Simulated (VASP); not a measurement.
```
CELL_PARAMETERS angstrom
      0.00000     2.20830     2.20830
      2.20830     0.00000     2.20830
      2.20830     2.20830     0.00000
ATOMIC_POSITIONS crystal
  Ti 0.00000 0.00000 0.00000
  C  0.50000 0.50000 0.50000
```

The base run (VASP): PBE GGA, plane waves, VASP's PBE PAW potentials (set 64). Settings: 520 eV cut-off, 13×13×13 Γ-centred mesh, first-order Methfessel-Paxton smearing of 0.10 eV, potentials Ti_sv C.

One setting is varied; ΔE counts from the base run. The base run took about 40 core-seconds. The timings are rough (shared machines, no repeats); factors under 2 mean little.

| setting | cost over the base run | electronic steps | ΔE (meV/atom) |
|---|---|---|---|
| base run | reference | 15 | 0.0 |
| ALGO = Damped | within a factor of 2 | 29 | 0.0 |
| ALGO = Conjugate | within a factor of 2 | 28 | 0.0 |
| ALGO = All | within a factor of 2 | 28 | 0.0 |
| ALGO = Fast | about 2 times | 32 | 0.0 |
| ALGO = VeryFast | about 3 times | 54 | 0.0 |

Left out are runs that failed, have no time on record or changed the cell.

The compound is TiC in the rock salt structure. The cell was not relaxed at this level.
